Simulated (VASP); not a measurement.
OSZICAR of a VASP run on CdSe (zinc blende):

OSZICAR:
```
       N       E                     dE             d eps       ncg     rms          rms(c)
DAV:   1     0.112045917921E+03    0.11205E+03   -0.89058E+03   762   0.122E+03
DAV:   2    -0.265777290428E+01   -0.11470E+03   -0.10985E+03   884   0.302E+02
DAV:   3    -0.705899260306E+01   -0.44012E+01   -0.43922E+01   889   0.609E+01
DAV:   4    -0.707976182635E+01   -0.20769E-01   -0.20768E-01   829   0.423E+00
DAV:   5    -0.707988560904E+01   -0.12378E-03   -0.12378E-03   879   0.287E-01    0.820E+00
DAV:   6    -0.673949158528E+01    0.34039E+00   -0.63388E-01  1064   0.121E+01    0.608E+00
DAV:   7    -0.670975372970E+01    0.29738E-01   -0.16134E-01   814   0.329E+00    0.236E+00
DAV:   8    -0.670697689273E+01    0.27768E-02   -0.18601E-02   779   0.214E+00    0.243E-01
DAV:   9    -0.670665447908E+01    0.32241E-03   -0.22655E-03   889   0.801E-01    0.629E-02
DAV:  10    -0.670662827370E+01    0.26205E-04   -0.18167E-04   819   0.224E-01    0.310E-02
DAV:  11    -0.670663211984E+01   -0.38461E-05   -0.18872E-05   814   0.452E-02    0.111E-02
DAV:  12    -0.670663169192E+01    0.42792E-06   -0.33642E-06   709   0.312E-02
   1 F= -.51200593E+01 E0= -.51200593E+01  d E =-.512006E+01
```

Which electronic solver shows in the log?

It is blocked Davidson (ALGO = Normal, or the opening steps of other solvers). The INCAR had ALGO = Normal.

Can the final energy be trusted as converged?

Self-consistency was reached. It stopped with EDIFF = 1E-6, NELM = 100, NSW = 40 and EDIFFG = -0.02 after 1 ionic step (LDA (Ceperley-Alder, Perdew-Zunger), plane waves, VASP's LDA PAW potentials (set 64)).

The compound is CdSe in the zinc blende structure, whereas wurtzite is the usual form. It was relaxed first under an external pressure of 5 GPa.
